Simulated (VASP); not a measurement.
Input:

```xyz
2
Lattice="3.1944 0.0000 0.0000 0.0000 3.1944 0.0000 0.0000 0.0000 3.1944" Properties=species:S:1:pos:R:3 pbc="T T T"
Si     0.0000     0.0000     0.0000
Ge     1.5972     1.5972     1.5972
```

Calculation: PBEsol GGA, VASP's PBE PAW potentials (set 64) (plane waves; VASP). Settings: 400 eV cut-off, Gaussian smearing of 0.050 eV, potentials Si Ge_d.

### Question
Estimate the band gap (along the path) with the smallest direct gap where there is one.

### Answer

* **band gap (along the path)**: none (metal, semimetal or under 0.01 eV)

The absolute energy has meaning only against runs of the same code, potentials and settings.

The structure was generated: SiGe was put into the CsCl type type (Pm-3m), which need not be its known phase. It was relaxed first, which changed the volume by +20 %. VASP warned that the highest band is occupied, so more bands are needed.
